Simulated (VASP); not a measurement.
Input:

```yaml
crystal:
  lattice:
    - [-1.71324, 1.71324, 1.71324]
    - [1.71324, -1.71324, 1.71324]
    - [1.71324, 1.71324, -1.71324]
  atoms:
    - { symbol: Li, position: [0.00000, 0.00000, 0.00000] }
```

Level of theory: PBEsol GGA, VASP's PBE PAW potentials (set 64) (plane waves; VASP). Numerical set-up: 600 eV cut-off, 14×14×14 Γ-centred mesh, first-order Methfessel-Paxton smearing of 0.10 eV, potentials Li_sv.

Task: Estimate the energy per atom (σ→0), band gap (on the k-mesh) with the smallest direct gap where there is one.

Result: 
The band gap (on the k-mesh) is none (metal, semimetal or under 0.01 eV) and the energy per atom (σ→0) is -1.964 eV/atom.

The absolute energy has meaning only against runs of the same code, potentials and settings.

The compound is Li in the bcc structure. It was relaxed first, which changed the volume by -5 %.
